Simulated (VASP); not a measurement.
Set up this calculation in VASP 6.6.1, as the native input.

| Property | Result |
| --- | --- |
| Task | relaxation of cell and atoms |
| Functional | PBEsol |
| Potentials or basis | VASP PAW PBE potentials, release 64 (Ga_d, Ge_d) |
| Cutoff | 600 eV |
| k mesh | 6 × 6 × 6 |
| Occupations | gaussian, width 0.05 eV |
| Spin | no spin polarisation |
| Further INCAR settings | ALGO = Normal; EDIFF = 1e-07; IBRION = 2; EDIFFG = -0.01; NSW = 40; ISIF = 3 |

The structure of GaGe15 lies in POSCAR:

```
GaGe15
1.0
    0.0000000000      5.6747000000      5.6747000000
    5.6747000000      0.0000000000      5.6747000000
    5.6747000000      5.6747000000      0.0000000000
Ga Ge
1 15
Direct
    0.0000000000      0.0000000000      0.0000000000
    0.1250000000      0.1250000000      0.1250000000
    0.0000000000      0.0000000000      0.5000000000
    0.1250000000      0.1250000000      0.6250000000
    0.0000000000      0.5000000000      0.0000000000
    0.1250000000      0.6250000000      0.1250000000
    0.0000000000      0.5000000000      0.5000000000
    0.1250000000      0.6250000000      0.6250000000
    0.5000000000      0.0000000000      0.0000000000
    0.6250000000      0.1250000000      0.1250000000
    0.5000000000      0.0000000000      0.5000000000
    0.6250000000      0.1250000000      0.6250000000
    0.5000000000      0.5000000000      0.0000000000
    0.6250000000      0.6250000000      0.1250000000
    0.5000000000      0.5000000000      0.5000000000
    0.6250000000      0.6250000000      0.6250000000
```

The cell was built by a generator and needn't be a form met in nature.

These files were run (other wordings do the same):

INCAR

```
SYSTEM = GaGe15
ALGO = Normal
EDIFF = 1E-7
EDIFFG = -0.01
ENCUT = 600
GGA = PS
IBRION = 2
ISIF = 3
ISMEAR = 0
LASPH = .True.
LCHARG = .False.
LREAL = .False.
LWAVE = .False.
NELM = 100
NSW = 40
PREC = Accurate
SIGMA = 0.05
```

KPOINTS

```
k-points
0
Gamma
  6 6 6
  0 0 0
```

Potentials or basis: VASP PAW PBE potentials, release 64 (Ga_d, Ge_d).

Run with:

```console
$ cat potpaw_PBE.64/Ga_d/POTCAR potpaw_PBE.64/Ge_d/POTCAR > POTCAR
$ mpirun -np 1 vasp_std > vasp.out
```

Results of the run:

```json
{
  "Relaxed volume": "22.82 Å³/atom",
  "Relaxed cell": "a = 8.023 Å, b = 8.023 Å, c = 8.023 Å, α = 60.00°, β = 60.00°, γ = 60.00°",
  "Space group after relaxing (to 0.05 Å)": "F-43m (No. 216)",
  "Energy gained by relaxing": "2.5 meV/atom",
  "Ionic steps": "5",
  "Pressure after relaxing": "0.0 GPa",
  "Band gap on the k mesh": "none (metal or under the smearing width)"
}
```

Caveat: the PAW data sets were made with another functional, which shifts forces and pressure a little.

Wall time 110 min on 1 thread of Intel(R) Xeon(R) Platinum 8488C (Sapphire Rapids), on a shared host, peak memory 1 GiB.
